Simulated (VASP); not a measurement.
An input for Ansatz (written as the equivalent of a VASP run, and not itself run):

Ansatz 0.2 input:
```yaml
crystal:
  lattice:
    - [0.0000000, 3.0594760, 3.0594760]
    - [3.0594760, 0.0000000, 3.0594760]
    - [3.0594760, 3.0594760, 0.0000000]
  atoms:
    - { symbol: Sc, position: [0.0000000, 0.0000000, 0.0000000] }
    - { symbol: As, position: [0.2500000, 0.2500000, 0.2500000] }
kpoints:
  mp_grid: { grid: [8, 8, 8] }
hamiltonian:
  xc: pbe
  pseudopotentials: { kind: paw }
scf:
  occupations: { method: tetrahedron }
  max_iter: 100
output: { forces: true, stress: true, eigenvalues: true }
```

**Question.** Write the VASP files for the same calculation (PBE).

**Answer.** One answer among several that fit: 
**POSCAR**
```
ScAs
4.3267520
  0.0000000000   0.7071068462   0.7071068462
  0.7071068462   0.0000000000   0.7071068462
  0.7071068462   0.7071068462   0.0000000000
Sc As
1 1
Cartesian
  0.0000000000   0.0000000000   0.0000000000
  0.3535534231   0.3535534231   0.3535534231
```

File KPOINTS:
```
Automatic mesh
0
Gamma
8 8 8
0 0 0
```

INCAR:
```
! general
SYSTEM  = ScAs
PREC    = Accurate
ENCUT   = 400
LREAL   = .FALSE.
LASPH   = .TRUE.

! electronic loop
EDIFF   = 1E-7
NELM    = 100
ALGO    = Normal
LMAXMIX = 4

! smearing
ISMEAR  = -5

! functional
GGA     = PE

! ions
ISIF    = 2

! output
LWAVE   = .FALSE.
LCHARG  = .TRUE.
LORBIT  = 11
NEDOS   = 601
```

POTCAR, in this order: Sc_sv As (PBE.64 set). Program: vasp_std.

The two are equivalent in intent, not identical: each code has its own PAW files, so the cut-off isn't converted (ENCUT is set for VASP's; basis.ecutwfc is left out, and Ansatz then takes the one that its files recommend); Ansatz stops its SCF on the density residual and VASP on the energy change (EDIFF).

The structure was generated: ScAs was put into the zinc blende type (F-43m), which need not be its known phase. It was relaxed first, which changed the volume by -23 %.
